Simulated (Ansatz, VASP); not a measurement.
# SiAs3 in VASP and in Ansatz

Contents of INCAR:

```
SYSTEM = SiAs3
PREC = Accurate
ENCUT = 520
EDIFF = 1E-6
ISMEAR = 0
SIGMA = 0.1
LREAL = .False.
LASPH = .True.
NELM = 60
ALGO = Normal
ISIF = 2
LWAVE = .False.
LCHARG = .False.
GGA = PE
NBANDS = 18
```

The input KPOINTS:

```
regular mesh
0
Gamma
  6 6 4
  0 0 0
```

File POSCAR:

```
SiAs3
1.0
    4.5203369400      0.0000000000      0.0000000000
   -2.2601684700      3.9147266300      0.0000000000
    0.0000000000      0.0000000000      6.0171897100
Si As
1 3
Direct
    0.0000000000      0.0000000000      0.5000000000
    0.3333333300      0.6666666700      0.5351475100
    0.6666666700      0.3333333300      0.4648524900
    0.0000000000      0.0000000000      0.0000000000
```

Input for Ansatz:

```yaml
crystal:
  lattice:
    - [4.52033694, 0.0, 0.0]
    - [-2.26016847, 3.91472663, 0.0]
    - [0.0, 0.0, 6.01718971]
  atoms:
    - { symbol: Si, position: [0.0, 0.0, 0.5] }
    - { symbol: As, position: [0.33333333, 0.66666667, 0.53514751] }
    - { symbol: As, position: [0.66666667, 0.33333333, 0.46485249] }
    - { symbol: As, position: [0.0, 0.0, 0.0] }
basis:
  ecutwfc: 420
kpoints:
  mp_grid: { grid: [6, 6, 4] }
hamiltonian:
  xc: pbe
scf:
  occupations: { method: gaussian, width: 0.1 }
  lower_state_search: "off"
output:
  forces: true
  stress: true
  eigenvalues: true
```

Alike in both runs: task single point; functional PBE; k mesh 6 × 6 × 4; occupations gaussian, width 0.1 eV; no spin polarisation.

```csv
,VASP,Ansatz
version,VASP 6.6.1,Ansatz 0.2.0
potentials or method,"VASP PAW PBE potentials, release 64 (Si, As)","scalar-relativistic, plane waves, PAW"
plane-wave cutoff (eV),520,420
valence electrons in the cell,19,49
```

Ansatz gave:

```
gap on the k mesh at the Fermi level (eV)       : none
pressure (GPa)                                  : -0.4
largest component of the traceless stress (GPa) : 10.26
rms of the force components (eV/Å)              : 0.377
```

Task: Which values does VASP return?

Result: gap on the k mesh at the Fermi level (eV): none; pressure (GPa): -0.3; largest component of the traceless stress (GPa): 10.38; rms of the force components (eV/Å): 0.379.

Atom by atom the forces differ by 0.002 eV/Å (rms over components). A gap of «none» marks a metal or a gap that the smearing closes. The two sets of potentials don't hold the same shells in valence.
